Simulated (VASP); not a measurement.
Na (space group I4/mmm): computed properties

The numbers are results of r2SCAN meta-GGA, VASP's PBE PAW potentials (set 64) (plane waves; VASP 6.6.1), not measurements.

- space group: I4/mmm (139)
- cell: a = b = 3.7621 Å, c = 5.2461 Å, α = β = γ = 90.00°
- volume per atom: 37.12 Å³/atom
- band gap (over mesh and band path): none (metal, semimetal or under 0.01 eV)
- density: 1.03 g/cm³

```yaml
crystal:
  lattice:
    - [-1.88103, 1.88103, 2.62305]
    - [1.88103, -1.88103, 2.62305]
    - [1.88103, 1.88103, -2.62305]
  atoms:
    - { symbol: Na, position: [0.00000, 0.00000, 0.00000] }
```

The structure comes from a computed database's Na entry (I4/mmm); how it stands against other phases isn't given here. It was relaxed first. Symmetry was kept, so distortions that lower it aren't found.
